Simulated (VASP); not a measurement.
Method: rev-vdW-DF2, VASP's PBE PAW potentials (set 64) (plane waves; VASP).

A VASP calculation is set up with these files.

### KPOINTS
```
Automatic
0
Gamma
  11 11 11
```

### POSCAR
```
NiAl
1.0
  2.8900000000   0.0000000000   0.0000000000
  0.0000000000   2.8900000000   0.0000000000
  0.0000000000   0.0000000000   2.8900000000
Al Ni
1 1
Cartesian
  1.4450000000   1.4450000000   1.4450000000
  0.0000000000   0.0000000000   0.0000000000
```

**INCAR**
```
# general
SYSTEM  =NiAl
PREC    =Accurate
ENCUT   =520
LREAL   =.FALSE.
LASPH   =.TRUE.

# electronic loop
EDIFF   =1E-6
NELM    =100
ALGO    =Normal
LMAXMIX =4

# smearing
ISMEAR  =1
SIGMA   =0.1

# functional
GGA     =MK
LUSE_VDW=.TRUE.
AGGAC   =0.0
PARAM1  =0.1234568
PARAM2  =0.7114
ZAB_VDW =-1.8867

# ions
IBRION  =2
NSW     =60
ISIF    =3
EDIFFG  =-0.01

# output
LWAVE   =.FALSE.
LCHARG  =.FALSE.
```

POTCAR, in this order: Al Ni (PBE.64 set). Program: vasp_std.

The run wrote:

OUTCAR:
```
 ion  position               nearest neighbor table
   1  0.500  0.500  0.500-   2 2.50   2 2.50   2 2.50   2 2.50   2 2.50   2 2.50   2 2.50   2 2.50
  LATTYP: Found a simple cubic cell.
 ALAT       =     2.8900000000
 Subroutine PRICEL returns:
 Original cell was already a primitive cell.
 Subroutine GETGRP returns: Found 48 space group operations
The static configuration has the point symmetry O_h .
The dynamic configuration has the point symmetry O_h .
 Subroutine INISYM returns: Found 48 space group operations
 Subroutine IBZKPT returns following result:
 Found     56 irreducible k-points:

 Following reciprocal coordinates:
            Coordinates               Weight
  0.000000  0.000000  0.000000      1.000000
  0.090909  0.000000  0.000000      6.000000
  0.181818  0.000000  0.000000      6.000000
  0.272727  0.000000  0.000000      6.000000
  0.363636  0.000000  0.000000      6.000000
  0.454545  0.000000  0.000000      6.000000
  0.090909  0.090909  0.000000     12.000000
  0.181818  0.090909  0.000000     24.000000
  0.272727  0.090909  0.000000     24.000000
  0.363636  0.090909  0.000000     24.000000
...
```

### OSZICAR
```
       N       E                     dE             d eps       ncg     rms          rms(c)
DAV:   1     0.433131116200E+02    0.43313E+02   -0.57382E+03  1136   0.134E+03
DAV:   2    -0.714657593939E+01   -0.50460E+02   -0.48171E+02  1124   0.205E+02
DAV:   3    -0.840192199578E+01   -0.12553E+01   -0.12433E+01  1342   0.422E+01
DAV:   4    -0.842262205813E+01   -0.20700E-01   -0.20688E-01  1278   0.478E+00
DAV:   5    -0.842322729481E+01   -0.60524E-03   -0.60522E-03  1306   0.840E-01    0.114E+01
DAV:   6    -0.101397241683E+02   -0.17165E+01   -0.53116E+01  1238   0.126E+02    0.147E+01
DAV:   7    -0.713650386713E+01    0.30032E+01   -0.15530E+01  1238   0.756E+01    0.104E+00
DAV:   8    -0.713045501131E+01    0.60489E-02   -0.38149E-01  1380   0.772E+00    0.987E-01
DAV:   9    -0.711781458759E+01    0.12640E-01   -0.52353E-02  1306   0.381E+00    0.162E-01
DAV:  10    -0.711752856953E+01    0.28602E-03   -0.13413E-03  1282   0.557E-01    0.670E-02
DAV:  11    -0.711752508616E+01    0.34834E-05   -0.42392E-05  1488   0.709E-02    0.204E-02
DAV:  12    -0.711752332037E+01    0.17658E-05   -0.12432E-06   764   0.169E-02    0.310E-03
DAV:  13    -0.711752294777E+01    0.37260E-06   -0.30067E-07   576   0.586E-03
   1 F= -.71175229E+01 E0= -.71173575E+01  d E =-.711752E+01
       N       E                     dE             d eps       ncg     rms          rms(c)
DAV:   1    -0.720862950981E+01   -0.91106E-01   -0.11459E+00  1218   0.201E+01    0.284E+00
DAV:   2    -0.732570322222E+01   -0.11707E+00   -0.35404E+00  1270   0.322E+01    0.365E+00
DAV:   3    -0.711932339827E+01    0.20638E+00   -0.13481E+00  1242   0.208E+01    0.301E-01
DAV:   4    -0.711862198969E+01    0.70141E-03   -0.10233E-02  1168   0.970E-01    0.217E-01
DAV:   5    -0.711812840099E+01    0.49359E-03   -0.24519E-03  1384   0.766E-01    0.293E-02
DAV:   6    -0.711813607941E+01   -0.76784E-05   -0.45582E-05  1248   0.697E-02    0.138E-02
DAV:   7    -0.711813531218E+01    0.76723E-06   -0.56142E-06  1200   0.436E-02
   2 F= -.71181353E+01 E0= -.71179528E+01  d E =-.612364E-03
       N       E                     dE             d eps       ncg     rms          rms(c)
DAV:   1    -0.713396066746E+01   -0.15825E-01   -0.19722E-01  1206   0.844E+00    0.112E+00
DAV:   2    -0.714972078180E+01   -0.15760E-01   -0.54588E-01  1260   0.127E+01    0.143E+00
DAV:   3    -0.711924676506E+01    0.30474E-01   -0.22107E-01  1264   0.812E+00    0.180E-01
DAV:   4    -0.711883745539E+01    0.40931E-03   -0.15484E-03  1204   0.521E-01    0.151E-02
DAV:   5    -0.711883990423E+01   -0.24488E-05   -0.30779E-05  1482   0.550E-02    0.936E-03
DAV:   6    -0.711884136346E+01   -0.14592E-05   -0.15902E-06   656   0.147E-02    0.188E-03
DAV:   7    -0.711884146622E+01   -0.10277E-06   -0.24004E-07   560   0.788E-03
   3 F= -.71188415E+01 E0= -.71186666E+01  d E =-.131852E-02
```

### OUTCAR
```
------------------------ aborting loop because EDIFF is reached ----------------------------------------
  FORCE on cell =-STRESS in cart. coord.  units (eV):
  Direction    XX          YY          ZZ          XY          YZ          ZX
  --------------------------------------------------------------------------------------
  Total        0.0032814      0.0032814      0.0032814     -0.0000000     -0.0000000      0.0000000
  in kB        0.2201224      0.2201224      0.2201224     -0.0000000     -0.0000000      0.0000000
  external PRESSURE =       0.2201224 kB  Pullay stress =       0.0000000 kB
  volume of cell :       23.88
      direct lattice vectors                 reciprocal lattice vectors
     2.879849550 -0.000000000 -0.000000000     0.347240362  0.000000000 -0.000000000
    -0.000000000  2.879849550 -0.000000000     0.000000000  0.347240362 -0.000000000
     0.000000000  0.000000000  2.879849550     0.000000000  0.000000000  0.347240362
 POSITION                                       TOTAL-FORCE (eV/Angst)
 -----------------------------------------------------------------------------------
      1.43992      1.43992      1.43992        -0.000000     -0.000000      0.000000
      0.00000      0.00000      0.00000         0.000000      0.000000      0.000000
 -----------------------------------------------------------------------------------
    total drift:                                0.000000      0.000000      0.000000
  FREE ENERGIE OF THE ION-ELECTRON SYSTEM (eV)
  ---------------------------------------------------
  free  energy   TOTEN  =        -7.1188414662 eV

  energy  without entropy=       -7.1183169148  energy(sigma->0) =       -7.11866662

 reached required accuracy - stopping structural energy minimisation
```
(Selected blocks of OUTCAR.)

### CONTCAR
```
NiAl
   1.00000000000000
     2.8798495498589345   -0.0000000000000000   -0.0000000000000000
    -0.0000000000000000    2.8798495498589345   -0.0000000000000000
     0.0000000000000000    0.0000000000000000    2.8798495498589345
  Al              Ni
     1     1
Direct
     0.5000000000000000    0.5000000000000000    0.5000000000000000
     0.0000000000000000    0.0000000000000000    0.0000000000000000
```

**OUTCAR**
```
 val. band max:        9.8372331300   @ k =   0.3636   0.1818   0.0909

 cond. band min:       9.9601060040   @ k =   0.3636   0.2727   0.0909


 Fermi energy:         9.9597183187

 k-point     1 :       0.0000    0.0000    0.0000
  band No.  band energies     occupation
      1      -1.1650      2.00000
      2       6.7310      2.00000
      3       6.7310      2.00000
      4       8.4044      2.00000
      5       8.4044      2.00000
      6       8.4044      2.00000
      7      15.4496      0.00000
      8      15.4496      0.00000
      9      15.4496      0.00000
     10      18.1545      0.00000

 k-point     2 :       0.0909    0.0000    0.0000
  band No.  band energies     occupation
      1      -1.0128      2.00000
      2       6.7184      2.00000
      3       6.7663      2.00000
      4       8.3391      2.00000
      5       8.3391      2.00000
      6       8.4114      2.00000
      7      14.0589      0.00000
      8      15.6501      0.00000
      9      15.6501      0.00000
     10      18.1633      0.00000

 k-point     3 :       0.1818    0.0000    0.0000
  band No.  band energies     occupation
      1      -0.5596      2.00000
      2       6.6143      2.00000
      3       6.8625      2.00000
      4       8.1737      2.00000
      5       8.1737      2.00000
      6       8.4301      2.00000
      7      12.0458      0.00000
      8      16.2231      0.00000
      9      16.2231      0.00000
     10      18.1890      0.00000

 k-point     4 :       0.2727    0.0000    0.0000
  band No.  band energies     occupation
      1       0.1833      2.00000
      2       6.1915      2.00000
      3       6.9927      2.00000
      4       7.9748      2.00000
      5       7.9748      2.00000
      6       8.4549      2.00000
      7      10.4496     -0.00000
      8      17.1061      0.00000
      9      17.1061      0.00000
     10      18.2277      0.00000

 k-point     5 :       0.3636    0.0000    0.0000
...
```

The compound is NiAl in the CsCl type structure. This run relaxes it. Symmetry was kept, so distortions that lower it aren't found. The run is not spin-polarised, so no magnetic state was tried. The electron count is odd and the run is not spin-polarised, which forces a metal.
